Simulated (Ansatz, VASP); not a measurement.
**SiGeS3: VASP beside Ansatz**

Contents of INCAR:

```
SYSTEM = SiGeS3
  ALGO = Normal
  EDIFF = 1E-6
  EDIFFG = -0.04
  ENCUT = 600
  GGA = PE
  IBRION = 2
  ISIF = 3
  ISMEAR = 0
  LASPH = .True.
  LCHARG = .False.
  LREAL = .False.
  LWAVE = .False.
  NELM = 80
  NSW = 90
  PREC = Accurate
  SIGMA = 0.1
```

The input KPOINTS:

```
k-points
0
Gamma
  4 4 4
  0 0 0
```

The input POSCAR:

```
SiGeS3
1.0
    4.7894263300      0.0000000000      0.0000000000
    0.0000000000      4.7894263300      0.0000000000
    0.0000000000      0.0000000000      4.7894263300
Si Ge S
1 1 3
Direct
    0.0000000000      0.0000000000      0.0000000000
    0.5000000000      0.5000000000      0.5000000000
    0.0000000000      0.5000000000      0.5000000000
    0.5000000000      0.0000000000      0.5000000000
    0.5000000000      0.5000000000      0.0000000000
```

Input for Ansatz:

```yaml
crystal:
  lattice:
    - [4.78942633, 0.0, 0.0]
    - [0.0, 4.78942633, 0.0]
    - [0.0, 0.0, 4.78942633]
  atoms:
    - { symbol: Si, position: [0.0, 0.0, 0.0] }
    - { symbol: Ge, position: [0.5, 0.5, 0.5] }
    - { symbol: S, position: [0.0, 0.5, 0.5] }
    - { symbol: S, position: [0.5, 0.0, 0.5] }
    - { symbol: S, position: [0.5, 0.5, 0.0] }
basis:
  ecutwfc: 420
kpoints:
  mp_grid: { grid: [4, 4, 4] }
hamiltonian:
  xc: pbe
scf:
  occupations: { method: gaussian, width: 0.1 }
  lower_state_search: "off"
output:
  forces: true
  stress: true
  eigenvalues: true
relax:
  adjacent_minimum: "off"
  f_tol: 0.04
  max_steps: 70
  cell: { stress_tol: 0.4 }
```

Alike in both runs: task relaxation of cell and atoms; functional PBE; k mesh 4 × 4 × 4; occupations gaussian, width 0.1 eV; no spin polarisation.

|  | VASP | Ansatz |
| --- | --- | --- |
| version | VASP 6.6.1 | Ansatz 0.2.0 |
| potentials or method | VASP PAW PBE potentials, release 64 (Si, Ge_d, S) | scalar-relativistic, plane waves, PAW |
| plane-wave cutoff (eV) | 600 | 420 |
| valence electrons in the cell | 36 | 36 |

|  | VASP | Ansatz | Ansatz less VASP |
| --- | --- | --- | --- |
| gap on the k mesh at the Fermi level, each at its own relaxed structure (eV) | none | none | - |
| relaxed volume (Å³/atom) | 20.44 | 20.49 | +0.053 |
| relaxed cell length with the largest relative difference (Å) | 4.675 | 4.680 | +0.0041 |
| energy change over the relaxation (meV/atom) | -17 | -17 | +0.5 |

A gap of «none» marks a metal or a gap that the smearing closes.
